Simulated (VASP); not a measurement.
Output of a VASP run:

**OSZICAR**
```
       N       E                     dE             d eps       ncg     rms          rms(c)
DAV:   1     0.530516619169E+03    0.53052E+03   -0.28881E+04  1664   0.167E+03
DAV:   2    -0.309935476135E+01   -0.53362E+03   -0.52196E+03  1775   0.445E+02
DAV:   3    -0.366294398443E+02   -0.33530E+02   -0.33310E+02  1883   0.101E+02
DAV:   4    -0.375052450706E+02   -0.87581E+00   -0.87329E+00  1833   0.166E+01
DAV:   5    -0.375288709450E+02   -0.23626E-01   -0.23616E-01  1899   0.280E+00    0.349E+01
DAV:   6    -0.350511438161E+02    0.24777E+01   -0.17177E+01  1728   0.227E+01    0.159E+01
DAV:   7    -0.348117644502E+02    0.23938E+00   -0.44953E+00  1761   0.101E+01    0.671E+00
DAV:   8    -0.346843889101E+02    0.12738E+00   -0.61875E-01  2019   0.462E+00    0.205E+00
DAV:   9    -0.346873798639E+02   -0.29910E-02   -0.68237E-02  1965   0.132E+00    0.107E+00
DAV:  10    -0.346856223362E+02    0.17575E-02   -0.35406E-02  1877   0.112E+00    0.351E-01
DAV:  11    -0.346849859532E+02    0.63638E-03   -0.55077E-03  1818   0.440E-01    0.100E-01
DAV:  12    -0.346849965267E+02   -0.10573E-04   -0.24758E-04  1958   0.798E-02    0.760E-02
DAV:  13    -0.346849848950E+02    0.11632E-04   -0.85313E-05  1920   0.517E-02    0.238E-02
DAV:  14    -0.346849848373E+02    0.57683E-07   -0.11640E-05  1922   0.168E-02    0.144E-02
DAV:  15    -0.346849842085E+02    0.62879E-06   -0.16883E-06  1948   0.804E-03    0.631E-03
DAV:  16    -0.346849841588E+02    0.49717E-07   -0.28914E-07  1484   0.265E-03
   1 F= -.34684984E+02 E0= -.34684984E+02  d E =0.000000E+00
```

OUTCAR:
```
------------------------ aborting loop because EDIFF is reached ----------------------------------------
  FORCE on cell =-STRESS in cart. coord.  units (eV):
  Direction    XX          YY          ZZ          XY          YZ          ZX
  --------------------------------------------------------------------------------------
  Total        0.0318061      0.0318061      0.0125671      0.0000000     -0.0000000      0.0000000
  in kB        0.4608773      0.4608773      0.1821003      0.0000000     -0.0000000      0.0000000
  external PRESSURE =       0.3679516 kB  Pullay stress =       0.0000000 kB
  volume of cell :      110.57
      direct lattice vectors                 reciprocal lattice vectors
     1.596821841 -2.765776536  0.000000000     0.313121970 -0.180781055  0.000000000
     1.596821841  2.765776536  0.000000000     0.313121970  0.180781055  0.000000000
     0.000000000  0.000000000 12.517933753     0.000000000  0.000000000  0.079885388
 POSITION                                       TOTAL-FORCE (eV/Angst)
 -----------------------------------------------------------------------------------
      1.59682      0.92193      3.12948         0.000000     -0.000000      0.000000
      1.59682     -0.92193      9.38845         0.000000      0.000000      0.000000
      1.59682      0.92193     10.96651         0.000000      0.000000     -0.000121
      1.59682     -0.92193      4.70754        -0.000000     -0.000000     -0.000121
      1.59682     -0.92193      1.55142         0.000000     -0.000000      0.000121
      1.59682      0.92193      7.81039        -0.000000      0.000000      0.000121
 -----------------------------------------------------------------------------------
    total drift:                                0.000168      0.001175     -0.000036
  FREE ENERGIE OF THE ION-ELECTRON SYSTEM (eV)
  ---------------------------------------------------
  free  energy   TOTEN  =       -34.6849841588 eV

  energy  without entropy=      -34.6849841588  energy(sigma->0) =      -34.68498416

 total charge

# of ion       s       p       d       tot
------------------------------------------
    1        2.317   6.310   3.371  11.998
    2        2.317   6.310   3.371  11.998
    3        1.366   2.365   0.000   3.731
    4        1.366   2.365   0.000   3.731
    5        1.366   2.365   0.000   3.731
    6        1.366   2.365   0.000   3.731
--------------------------------------------------
tot         10.100  22.080   6.741  38.921

 Electric field gradients after diagonalization (V/A^2)
 (convention: |V_zz| > |V_xx| > |V_yy|)
----------------------------------------------------------------------
 ion       V_xx      V_yy      V_zz     asymmetry (V_yy - V_xx)/ V_zz
----------------------------------------------------------------------
   1      78.647    78.647  -157.295       0.000
   2      78.647    78.647  -157.295       0.000
   3      21.826    21.825   -43.651       0.000
   4      21.826    21.825   -43.651       0.000
   5      21.826    21.825   -43.651       0.000
   6      21.826    21.825   -43.651       0.000
```
(Selected blocks of OUTCAR.)

### POSCAR
```
WS2
1
    1.5968218409    -2.7657765361     0.0000000000
    1.5968218409     2.7657765361     0.0000000000
    0.0000000000     0.0000000000    12.5179337534
W S
2 4
Direct
  0.3333330000   0.6666670000   0.2500000000
  0.6666670000   0.3333330000   0.7500000000
  0.3333330000   0.6666670000   0.8760639101
  0.6666670000   0.3333330000   0.3760639101
  0.6666670000   0.3333330000   0.1239360899
  0.3333330000   0.6666670000   0.6239360899
```

### Question
Write an INCAR and KPOINTS that could have produced this output.

### Answer
This is not unique; one that fits is the input of the run itself, optB88-vdW, plane waves, VASP's PBE PAW potentials (set 64).

**INCAR**
```
AGGAC = 0.0
ALGO = Normal
EDIFF = 1E-7
ENCUT = 520
GGA = BO
ISIF = 2
ISMEAR = -5
LASPH = .True.
LCHARG = .True.
LEFG = .True.
LMAXMIX = 6
LORBIT = 11
LREAL = .False.
LUSE_VDW = .True.
LWAVE = .False.
NEDOS = 601
NELM = 100
PARAM1 = 0.1833333333
PARAM2 = 0.22
PREC = Accurate
SYSTEM = WS2
```

**KPOINTS**
```
Automatic
0
G
 9 9 2
```

POTCAR, in this order: W_sv S (PBE.64 set). Program: vasp_std.

The compound is WS2 in the 2H layered structure. It was relaxed first.
